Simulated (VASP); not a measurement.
```xyz
3
Lattice="3.0701 0.0000 0.0000 -1.5350 2.6587 0.0000 0.0000 0.0000 4.6784" Properties=species:S:1:pos:R:3 pbc="T T T"
W      0.0000     1.7725     3.4917
W      1.5350     0.8862     1.1868
C      0.0000     0.0000     0.0000
```

These are PBE GGA, VASP's PBE PAW potentials (set 64) (plane waves; VASP 6.6.1) values and carry that method's errors. Run with 400 eV cut-off, 8×8×5 Γ-centred mesh, Gaussian smearing of 0.10 eV, potentials W_sv C.

Problem. Give the energies of bands 11 to 24 at the high-symmetry points, in eV from the Fermi level.

Solution. 
```tsv
band	Γ	M	K	A	L	H
11	-5.43	-5.83	-6.95	-5.74	-6.13	-7.39
12	-5.43	-5.77	-5.32	-5.74	-5.29	-5.72
13	-3.98	-5.43	-4.27	-3.25	-4.10	-3.06
14	-1.47	-3.43	-3.54	-2.81	-2.65	-2.76
15	-1.36	-1.76	-3.54	-2.30	-2.46	-2.76
16	-1.36	1.38	0.92	-2.30	-0.48	-0.45
17	-1.07	2.24	0.92	1.02	0.26	0.51
18	-1.07	2.57	2.24	1.02	2.01	0.51
19	0.55	3.02	2.27	1.63	2.56	3.36
20	0.55	3.18	2.27	1.63	2.83	3.36
21	1.56	3.50	3.80	3.30	3.17	5.55
22	6.76	3.77	6.96	4.32	6.46	6.34
23	7.41	6.56	9.08	4.61	7.12	6.42
24	7.41	8.34	10.64	4.61	8.55	6.42
```

It has no gap at this level: it comes out as a metal or semimetal.

The structure comes from a computed database's W2C entry; how it stands against other phases isn't given here. The cell was not relaxed at this level. The run is one of a series of settings (NBANDS = 28 against the base run), some of them coarse on purpose.
